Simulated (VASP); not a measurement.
Calculation: PBE GGA, VASP's PBE PAW potentials (set 64) (plane waves; VASP 6.6.1).

VASP ran on this input.

**INCAR**
```
SYSTEM = B31N31Si
PREC = Normal; ENCUT = 400; LREAL = Auto
LASPH = .TRUE.; ISYM = 0; NELECT = 251.0
EDIFF = 1E-6; NELM = 100; NELMIN = 4
ALGO = Fast
ISMEAR = 0; SIGMA = 0.05
GGA = PE
ISPIN = 2; MAGMOM = 63*0.0159; NUPDOWN = 1
LWAVE = .TRUE.; LCHARG = .FALSE.; LORBIT = 11
LHYPERFINE = .TRUE.
```

File KPOINTS:
```
Regular mesh
0
Gamma
  1 1 1
0 0 0
```

**POSCAR**
```
B31N31Si
1
    7.2488848260     0.0000000000     0.0000000000
    0.0000000000     7.2488848260     0.0000000000
    0.0000000000     0.0000000000     7.2488848260
B N Si
31 31 1
Direct
  0.4972832090   0.9974554581   0.9981567757
  0.7489140928   0.2518974461   0.0011739069
  0.7488689069   0.0006834931   0.2526198738
  0.9990261606   0.0003310941   0.0010228050
  0.2461840172   0.2473001927   0.9988812406
  0.5011309967   0.5006271509   0.9976977057
  0.7513013420   0.7526494826   0.9988115126
  0.2462315332   0.9982060694   0.2479735681
  0.4826518617   0.2330878939   0.2333979448
  0.7510931500   0.5154203282   0.2432865544
  0.5011706813   0.9971740274   0.5013028944
  0.7509021029   0.2431499992   0.5164508218
  0.7512921579   0.9980684101   0.7533153846
  0.9997046300   0.5013659957   0.0012132021
  0.2494750646   0.7493201515   0.9986142428
  0.9960987545   0.2521699593   0.2528780682
  0.2464816973   0.5009761467   0.2484968265
  0.4986011223   0.7528146243   0.2466330703
  0.9995822569   0.0006353934   0.5020006062
  0.2464502049   0.2478073952   0.5015599430
  0.7548935449   0.7541527197   0.5016557892
  0.2494363843   0.9979748364   0.7499360688
  0.4985872530   0.2458349583   0.7535857387
  0.7549877090   0.5010778963   0.7548107014
  0.0011232450   0.7519786644   0.2488436394
  0.0008572374   0.4997777169   0.5004672852
  0.2510174879   0.7482072262   0.4998642306
  0.0011791083   0.2482122404   0.7526680048
  0.2509995377   0.4991992975   0.7488405155
  0.5005828142   0.7485529151   0.7491475448
  0.0019358076   0.7498758049   0.7504977900
  0.6237479611   0.1267771482   0.1273364820
  0.8699240204   0.3771393317   0.1290225389
  0.8698229530   0.1285162516   0.3779098785
  0.1223919799   0.1258294442   0.1265467528
  0.3753620395   0.3748296153   0.1254884255
  0.6243242395   0.6295492802   0.1202849803
  0.8745448941   0.8768087233   0.1261698646
  0.3755060289   0.1250828169   0.3754342256
  0.8765616823   0.6278524505   0.3758866863
  0.6243101407   0.1195273466   0.6304385642
  0.8768594359   0.3752772612   0.6288175781
  0.8745797405   0.1254358828   0.8774646839
  0.1241390890   0.6250826179   0.1239860271
  0.3734219912   0.8760443136   0.1236006881
  0.1238774013   0.3749578862   0.3755847512
  0.3726928727   0.6264488643   0.3664004491
  0.6249318171   0.8749353905   0.3754903210
  0.1241189403   0.1233112491   0.6256962570
  0.3726239229   0.3655841763   0.6271891305
  0.6368292217   0.6285042533   0.6290970564
  0.8774369464   0.8764872855   0.6266047745
  0.3733542022   0.1228645258   0.8767703276
  0.6249578669   0.3748406775   0.8755045953
  0.8774626911   0.6260179236   0.8772095286
  0.1248281949   0.8761791029   0.3754372416
  0.1262848779   0.6239084587   0.6245383185
  0.3755443980   0.8728743171   0.6243966977
  0.1248739801   0.3747434504   0.8768697944
  0.3755473521   0.6237897960   0.8734763439
  0.6253150783   0.8752266398   0.8759782392
  0.1251419909   0.8748042990   0.8754495296
  0.5405789770   0.4682662317   0.4694090122
```

POTCAR, in this order: B N Si (PBE.64 set). Program: vasp_gam. Read from the step before: WAVECAR.

Output of the run:

**OSZICAR**
```
       N       E                     dE             d eps       ncg     rms          rms(c)
DAV:   1    -0.548540967227E+03   -0.54854E+03   -0.33078E-06   576   0.456E-03    0.130E-03
RMM:   2    -0.548540967191E+03    0.35483E-07   -0.38909E-07   401   0.174E-03    0.710E-04
RMM:   3    -0.548540967185E+03    0.61973E-08   -0.97199E-08   339   0.740E-04    0.335E-04
RMM:   4    -0.548540967184E+03    0.13824E-08   -0.56820E-09   199   0.457E-04
   1 F= -.54854097E+03 E0= -.54854097E+03  d E =-.113237E-11  mag=     1.0000
```

OUTCAR:
```
------------------------ aborting loop because EDIFF is reached ----------------------------------------
  FORCE on cell =-STRESS in cart. coord.  units (eV):
  Direction    XX          YY          ZZ          XY          YZ          ZX
  --------------------------------------------------------------------------------------
  Total      -19.0332556    -13.8860839    -13.6243139      7.5421546     -7.7694497      7.6148594
  in kB      -80.0589821    -58.4085963    -57.3075213     31.7243270    -32.6803909     32.0301427
  external PRESSURE =     -65.2583666 kB  Pullay stress =       0.0000000 kB
  volume of cell :      380.90
      direct lattice vectors                 reciprocal lattice vectors
     7.248884826  0.000000000  0.000000000     0.137952254  0.000000000  0.000000000
     0.000000000  7.248884826  0.000000000     0.000000000  0.137952254  0.000000000
     0.000000000  0.000000000  7.248884826     0.000000000  0.000000000  0.137952254
 POSITION                                       TOTAL-FORCE (eV/Angst)
 -----------------------------------------------------------------------------------
      3.60475      7.23044      7.23552         0.000939      0.007191      0.007054
      5.42879      1.82598      0.00851        -0.000943      0.002857      0.001791
      5.42846      0.00495      1.83121        -0.001528     -0.002861      0.003775
      7.24183      0.00240      0.00741         0.006083      0.001732      0.000531
      1.78456      1.79265      7.24078         0.007965      0.005536      0.004466
      3.63264      3.62899      7.23220         0.000742      0.000100      0.004493
      5.44610      5.45587      7.24027        -0.006961     -0.004129     -0.001796
      1.78490      7.23588      1.79753         0.007854      0.005865      0.004660
      3.49869      1.68963      1.69187         0.006360      0.006287      0.014987
      5.44459      3.73622      1.76356         0.004213      0.007032      0.003875
      3.63293      7.22840      3.63389         0.001652     -0.000037     -0.000184
      5.44320      1.76257      3.74369         0.007273     -0.009717     -0.002886
      5.44603      7.23488      5.46070        -0.004099     -0.002769     -0.001811
      7.24674      3.63434      0.00879         0.001601      0.002576     -0.003152
      1.80842      5.43174      7.23884        -0.004988      0.004780     -0.006871
      7.22061      1.82795      1.83308        -0.000648     -0.002553     -0.001172
      1.78672      3.63152      1.80132        -0.000621      0.002351     -0.002606
      3.61430      5.45707      1.78781        -0.001114      0.000329     -0.004309
      7.24586      0.00461      3.63894         0.003883     -0.005577      0.003402
      1.78649      1.79633      3.63575        -0.000336      0.000697      0.005361
      5.47214      5.46677      3.63645         0.001059     -0.006215      0.000714
      1.80814      7.23420      5.43620        -0.004524     -0.006701      0.004959
      3.61420      1.78203      5.46266        -0.001840     -0.002931     -0.000502
      5.47282      3.63226      5.47154        -0.001953     -0.002345     -0.001503
      0.00814      5.45101      1.80384        -0.000196     -0.000994     -0.002188
      0.00621      3.62283      3.62783        -0.001494     -0.001692     -0.002847
      1.81960      5.42367      3.62346        -0.004557      0.001163     -0.002201
      0.00855      1.79926      5.45600         0.004779     -0.007397      0.000873
      1.81947      3.61864      5.42826         0.000019     -0.003254      0.001685
      3.62867      5.42617      5.43048         0.000074      0.001311      0.001181
      0.01403      5.43576      5.44027         0.008966      0.000372     -0.002499
      4.52148      0.91899      0.92305        -0.006140      0.003671      0.003459
      6.30598      2.73384      0.93527        -0.002072      0.001903     -0.000569
      6.30525      0.93160      2.73943        -0.002470      0.004833      0.001170
      0.88721      0.91212      0.91732         0.004025      0.002351      0.000154
      2.72096      2.71710      0.90965        -0.002110     -0.001216     -0.002741
      4.52565      4.56353      0.87193         0.003945      0.002979     -0.002925
      6.33948      6.35589      0.91459        -0.004840     -0.000775     -0.001064
      2.72200      0.90671      2.72148        -0.004389     -0.005759      0.000206
      6.35409      4.55123      2.72476         0.000144      0.000854      0.000677
      4.52555      0.86644      4.56998         0.009864      0.006273     -0.006993
      6.35625      2.72034      4.55823        -0.009899     -0.002823     -0.008337
      6.33973      0.90927      6.36064        -0.003131     -0.000881     -0.002696
      0.89987      4.53115      0.89876         0.000790      0.001821     -0.001061
      2.70689      6.35034      0.89597        -0.000960     -0.000445     -0.004182
      0.89797      2.71803      2.72257         0.003279     -0.002692      0.000493
      2.70161      4.54106      2.65599        -0.000369     -0.001267     -0.004158
      4.53006      6.34231      2.72189         0.002800     -0.001684     -0.001397
      0.89972      0.89387      4.53560         0.002721     -0.001309      0.003830
      2.70111      2.65008      4.54642        -0.005208     -0.000532      0.000031
      4.61630      4.55595      4.56025        -0.003176     -0.003680      0.000659
      6.36044      6.35356      4.54219        -0.000671     -0.002224      0.001394
      2.70640      0.89063      6.35561         0.003465     -0.000823     -0.001563
      4.53025      2.71718      6.34643         0.000005      0.000016      0.005201
      6.36063      4.53793      6.35879        -0.001213     -0.001540     -0.005392
      0.90487      6.35132      2.72150         0.000222      0.001228     -0.004386
      0.91542      4.52264      4.52721         0.001050      0.000593      0.002325
      2.72228      6.32737      4.52618        -0.000460     -0.000622      0.005797
      0.90520      2.71647      6.35633        -0.000757     -0.001621      0.001074
      2.72230      4.52178      6.33173        -0.000610      0.002758     -0.004536
      4.53284      6.34442      6.34987        -0.002580      0.004282      0.000970
      0.90714      6.34136      6.34603        -0.002513     -0.000754      0.001036
      3.91859      3.39441      3.40269        -0.006398      0.006074     -0.003757
 -----------------------------------------------------------------------------------
    total drift:                                0.055414      0.005300     -0.043903
  FREE ENERGIE OF THE ION-ELECTRON SYSTEM (eV)
  ---------------------------------------------------
  free  energy   TOTEN  =      -548.5409671836 eV

  energy  without entropy=     -548.5409671836  energy(sigma->0) =     -548.54096718

 total charge

# of ion       s       p       d       tot
------------------------------------------
    1        0.674   1.351   0.000   2.025
    2        0.670   1.347   0.000   2.018
    3        0.670   1.347   0.000   2.017
    4        0.672   1.354   0.000   2.025
    5        0.673   1.343   0.000   2.016
    6        0.671   1.348   0.000   2.018
    7        0.676   1.366   0.000   2.042
    8        0.673   1.342   0.000   2.014
    9        0.711   1.320   0.000   2.030
   10        0.679   1.313   0.000   1.992
   11        0.671   1.347   0.000   2.018
   12        0.678   1.313   0.000   1.991
   13        0.676   1.366   0.000   2.042
   14        0.672   1.348   0.000   2.020
   15        0.670   1.346   0.000   2.016
   16        0.668   1.340   0.000   2.008
   17        0.673   1.361   0.000   2.034
   18        0.673   1.357   0.000   2.030
   19        0.672   1.348   0.000   2.020
   20        0.673   1.361   0.000   2.034
   21        0.675   1.368   0.000   2.043
...
```
(Selected blocks of OUTCAR.)

### OUTCAR
```
 val. band max:        9.8587436464   @ k =   0.0000   0.0000   0.0000

 cond. band min:      10.5732240431   @ k =   0.0000   0.0000   0.0000


 Fermi energy:        10.1372696002

 spin component 1

 k-point     1 :       0.0000    0.0000    0.0000
  band No.  band energies     occupation
      1     -12.6928      1.00000
      2     -10.9415      1.00000
      3     -10.8473      1.00000
      4     -10.8045      1.00000
      5     -10.7753      1.00000
      6     -10.6704      1.00000
      7     -10.4842      1.00000
      8      -9.2889      1.00000
      9      -9.2419      1.00000
     10      -9.2055      1.00000
     11      -9.1714      1.00000
     12      -9.1655      1.00000
     13      -9.1645      1.00000
     14      -9.0866      1.00000
     15      -9.0722      1.00000
     16      -9.0489      1.00000
     17      -8.9979      1.00000
     18      -8.9603      1.00000
     19      -8.6894      1.00000
     20      -8.6069      1.00000
     21      -8.5637      1.00000
     22      -8.5534      1.00000
     23      -7.8252      1.00000
     24      -7.2730      1.00000
     25      -7.2223      1.00000
     26      -7.0493      1.00000
     27      -7.0034      1.00000
     28      -6.9315      1.00000
     29      -6.8887      1.00000
     30      -6.8780      1.00000
     31      -6.8451      1.00000
     32      -3.2683      1.00000
     33      -3.1479      1.00000
     34      -3.1449      1.00000
     35      -3.0974      1.00000
     36      -1.7512      1.00000
     37      -1.4377      1.00000
     38      -1.4286      1.00000
     39      -1.3490      1.00000
     40      -0.3755      1.00000
     41      -0.3209      1.00000
     42      -0.2642      1.00000
     43      -0.2035      1.00000
     44      -0.1924      1.00000
     45      -0.1646      1.00000
     46      -0.1506      1.00000
     47      -0.1421      1.00000
     48      -0.1321      1.00000
     49      -0.0826      1.00000
...
```

At this cut-off the stress carries a Pulay error, which pulls relaxed volumes low. The cell is charged, with a uniform compensating background.  The supercell is sampled at Γ alone, which is coarse: total energies, pressure and levels can be off, energies of defects by several tenths of an eV.

The cell is a supercell with a defect, built from BN (zinc blende): Si_B-vac_N, charge +1.
